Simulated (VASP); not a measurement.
Here is the system:

```
CELL_PARAMETERS angstrom
      1.65500    -2.86654     0.00000
      1.65500     2.86654     0.00000
      0.00000     0.00000     5.27000
ATOMIC_POSITIONS crystal
  Sc 0.33333 0.66667 0.25000
  Sc 0.66667 0.33333 0.75000
```

Calculation: PBE GGA, VASP's PBE PAW potentials (set 64) (plane waves; VASP). Settings: 400 eV cut-off, 11×11×6 Γ-centred mesh, first-order Methfessel-Paxton smearing of 0.10 eV, potentials Sc_sv.

Estimate the energy per atom (σ→0), band gap (on the k-mesh) with the smallest direct gap where there is one.

The band gap (on the k-mesh) is none (metal, semimetal or under 0.01 eV) and the energy per atom (σ→0) comes out as -6.246 eV/atom.

Total energies compare only between runs with the same potentials, cut-off and functional.

The compound is Sc in the hcp structure. The cell was not relaxed at this level.
